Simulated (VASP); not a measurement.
Input:

```
CELL_PARAMETERS angstrom
      0.00000     2.58938     2.58938
      2.58938     0.00000     2.58938
      2.58938     2.58938     0.00000
ATOMIC_POSITIONS crystal
  Zr 0.00000 0.00000 0.00000
  O  0.25000 0.25000 0.25000
  O  0.75000 0.75000 0.75000
```

Level of theory: vdW-DF-cx, VASP's PBE PAW potentials (set 64) (plane waves; VASP). Numerical set-up: 520 eV cut-off, 8×8×8 Γ-centred mesh, Gaussian smearing of 0.050 eV, potentials Zr_sv O.

Task: Give the stress tensor in GPa (positive for a compressed cell).

Result: 
```
-12.96    0.00    0.00
  0.00  -12.96    0.00
  0.00    0.00  -12.96
```
The pressure is its mean diagonal, -12.96 GPa.

The compound is ZrO2 in the fluorite structure, the high-temperature cubic form, which is unstable at 0 K; the monoclinic form is the stable one. This cell is one point of a volume scan, at 1.06 of the reference volume.
